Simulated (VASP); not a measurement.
Level of theory: PBE GGA, VASP's PBE PAW potentials (set 64) (plane waves; VASP).

VASP input:

File KPOINTS_OPT:
```
k-points along high-symmetry lines
6
Line-mode
Reciprocal
  0.000000   0.000000   0.000000 ! GAMMA
  0.500000   0.000000   0.000000 ! M

  0.500000   0.000000   0.000000 ! M
  0.333333   0.333333   0.000000 ! K

  0.333333   0.333333   0.000000 ! K
  0.000000   0.000000   0.000000 ! GAMMA

  0.000000   0.000000   0.000000 ! GAMMA
  0.000000   0.000000   0.500000 ! A

  0.000000   0.000000   0.500000 ! A
  0.500000   0.000000   0.500000 ! L

  0.500000   0.000000   0.500000 ! L
  0.333333   0.333333   0.500000 ! H

  0.333333   0.333333   0.500000 ! H
  0.000000   0.000000   0.500000 ! A

  0.500000   0.000000   0.500000 ! L
  0.500000   0.000000   0.000000 ! M

  0.333333   0.333333   0.500000 ! H
  0.333333   0.333333   0.000000 ! K
```

### INCAR
```
! general
SYSTEM   =  ZnS
PREC     =  Accurate
ENCUT    =  300
LREAL    =  Auto
LASPH    =  .TRUE.

! electronic loop
EDIFF    =  1E-6
NELM     =  100
ALGO     =  Normal
LMAXMIX  =  4

! smearing
ISMEAR   =  0
SIGMA    =  0.01

! functional
GGA      =  PE

! ions
ISIF     =  2

! output
LWAVE    =  .FALSE.
LCHARG   =  .FALSE.
```

KPOINTS:
```
kpoints
0
gamma
 5 5 1
0.5 0.5 0.5
```

### POSCAR
```
ZnS
1
    3.8083900000     0.0000000000     0.0000000000
   -1.9041950000     3.2981620000     0.0000000000
    0.0000000000     0.0000000000    24.8909600000
Zn S
8 8
Direct
  0.3333330000   0.6666670000   0.7499100000
  0.6666670000   0.3333330000   0.2499100000
  0.3333330000   0.6666670000   0.1247900000
  0.6666670000   0.3333330000   0.6247900000
  0.0000000000   0.0000000000   0.0000400000
  0.0000000000   0.0000000000   0.5000400000
  0.6666670000   0.3333330000   0.8753200000
  0.3333330000   0.6666670000   0.3753200000
  0.0000000000   0.0000000000   0.5937100000
  0.0000000000   0.0000000000   0.0937100000
  0.6666670000   0.3333330000   0.9689900000
  0.3333330000   0.6666670000   0.4689900000
  0.3333330000   0.6666670000   0.2185000000
  0.6666670000   0.3333330000   0.7185000000
  0.6666670000   0.3333330000   0.3439300000
  0.3333330000   0.6666670000   0.8439300000
```

POTCAR, in this order: Zn S (PBE.64 set). Program: vasp_std.

At this cut-off the stress carries a Pulay error, which pulls relaxed volumes low.

Q: Predict the energy per atom (σ→0), pressure, band gap (over mesh and band path).

A: 
```json
{
  "energy per atom (σ→0)": "-3.420 eV/atom",
  "band gap (over mesh and band path)": "2.17 eV",
  "pressure": "2.23 GPa"
}
```

### OSZICAR
```
...
DAV:  20    -0.547236372717E+02    0.14190E-06   -0.31343E-06  1264   0.936E-03
   1 F= -.54723637E+02 E0= -.54723637E+02  d E =-.204602E-31
       N       E                     dE             ncg
       N       E                     dE             ncg
       N       E                     dE             ncg
       N       E                     dE             ncg
       N       E                     dE             ncg
       N       E                     dE             ncg
```

The structure comes from a computed database's ZnS entry; how it stands against other phases isn't given here. The cell was not relaxed at this level.
